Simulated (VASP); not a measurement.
All values below come from PBEsol GGA, VASP's PBE PAW potentials (set 64) (plane waves; VASP).

A VASP calculation is set up with these files.

**INCAR**
```
EDIFFG = -0.03   # ionic stop
PREC = Normal
LWAVE = .False.
ISMEAR = 1   # Methfessel-Paxton
IBRION = 2
LMAXMIX = 4
NSW = 20   # most ionic steps
LREAL = .False.   # projection in real space or not
SYSTEM = Ag
NELMIN = 4
LASPH = .True.
GGA = PS   # PBEsol
ALGO = Fast
SIGMA = 0.1   # width (eV)
NELM = 100
ISIF = 2
LCHARG = .False.
EDIFF = 1E-5   # SCF stop (eV)
ENCUT = 400
```

POSCAR:
```
Ag
1
    0.0000000000     2.0254256448     2.0254256448
    2.0254256448     0.0000000000     2.0254256448
    2.0254256448     2.0254256448     0.0000000000
Ag
1
Direct
  0.0000000000   0.0000000000   0.0000000000
```

KPOINTS:
```
Automatic mesh
0
Gamma
17 17 17
0 0 0
```

POTCAR, in this order: Ag (PBE.64 set). Program: vasp_std.

Problem. What does the run give for the energy per atom (σ→0), band gap (on the k-mesh)?

Solution. 
```yaml
energy per atom (σ→0): -3.305 eV/atom
band gap (on the k-mesh): none (metal, semimetal or under 0.01 eV)
```

### OSZICAR
```
...
DAV:   4    -0.366994807391E+01   -0.49788E-03   -0.49788E-03  3311   0.749E-01
DAV:   5    -0.366995132942E+01   -0.32555E-05   -0.32559E-05  3341   0.548E-02    0.592E+00
RMM:   6    -0.331992349346E+01    0.35003E+00   -0.79821E-01  2970   0.102E+01    0.347E+00
RMM:   7    -0.330961563218E+01    0.10308E-01   -0.13988E-02  2970   0.168E+00    0.203E+00
RMM:   8    -0.330539783032E+01    0.42178E-02   -0.14155E-03  2970   0.465E-01    0.232E-01
RMM:   9    -0.330536579318E+01    0.32037E-04   -0.28949E-04  2970   0.191E-01    0.721E-02
RMM:  10    -0.330536235613E+01    0.34370E-05   -0.35898E-05  2353   0.603E-02
   1 F= -.33053624E+01 E0= -.33052104E+01  d E =-.330536E+01
```

The compound is Ag in the fcc structure. It was relaxed first.
